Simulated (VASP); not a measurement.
Data:

```
CELL_PARAMETERS angstrom
      4.48358     0.00000     0.00000
      0.00000     4.48358     0.00000
      0.00000     0.00000     2.98080
ATOMIC_POSITIONS crystal
  Cr 0.00000 0.00000 0.00000
  Cr 0.50000 0.50000 0.50000
  O  0.30175 0.30175 0.00000
  O  0.80175 0.19825 0.50000
  O  0.19825 0.80175 0.50000
  O  0.69825 0.69825 0.00000
```
Starting moments (μB, in the order of the record's atoms Cr Cr O O O O): 2.5 2.5 -0.2 -0.2 -0.2 -0.2.

The numbers are results of PBE GGA + U (Dudarev), VASP's PBE PAW potentials (set 64) (plane waves; VASP), not measurements. Run with 520 eV cut-off, Gaussian smearing of 0.050 eV, potentials Cr_pv O, U − J: Cr 3.70 eV.

Give the spin-up energies of bands 16 to 29 at the high-symmetry points, in eV from the Fermi level.

```tsv
band	Γ	X	M	Z	R	A
16	-3.08	-4.05	-3.17	-4.62	-4.20	-4.53
17	-3.08	-3.92	-3.16	-3.40	-3.33	-3.36
18	-2.79	-3.92	-3.16	-3.40	-3.33	-3.36
19	-2.73	-3.37	-2.50	-3.27	-3.05	-2.31
20	-2.18	-3.37	-2.50	-3.27	-3.05	-2.31
21	-2.18	-1.76	-2.14	-2.17	-2.08	-2.01
22	-2.08	-1.76	-2.14	-2.17	-2.08	-2.01
23	-1.26	-0.82	-1.88	-2.01	-1.71	-1.51
24	-1.02	-0.82	-1.88	-2.01	-1.71	-1.51
25	-0.50	-0.80	-1.44	0.20	-1.10	-0.24
26	-0.50	-0.80	-1.44	0.20	-1.10	-0.24
27	0.09	0.43	1.09	0.34	0.78	0.13
28	1.20	0.43	1.09	0.34	0.78	0.13
29	1.38	3.60	2.87	2.74	1.92	3.17
```

Give the spin-down energies of bands 16 to 29 at the high-symmetry points, in eV from the Fermi level.

```tsv
band	Γ	X	M	Z	R	A
16	-3.35	-3.61	-3.53	-3.99	-4.23	-3.82
17	-3.35	-3.55	-2.42	-3.18	-3.22	-3.13
18	-2.93	-3.55	-2.42	-3.18	-3.22	-3.13
19	-1.26	-2.25	-2.07	-2.93	-2.39	-1.82
20	-0.98	-2.25	-2.07	-2.93	-2.39	-1.82
21	-0.98	-1.33	-1.77	-2.04	-1.63	-1.18
22	-0.60	-1.33	-1.77	-2.04	-1.63	-1.18
23	2.72	3.26	2.64	3.25	2.54	2.94
24	2.73	3.26	2.64	3.25	2.54	2.94
25	2.86	3.59	3.17	3.83	3.63	3.81
26	3.16	3.59	3.17	3.83	3.63	3.81
27	3.16	3.80	3.76	4.16	4.12	4.02
28	3.62	3.80	3.76	4.16	4.12	4.02
29	4.42	4.97	5.04	4.59	4.29	4.58
```

It has no gap at this level: it comes out as a metal or semimetal.

The compound is CrO2 in the rutile structure. It was relaxed first, which changed the volume by +5 %. A gapless solution with U can be a metastable orbital state.
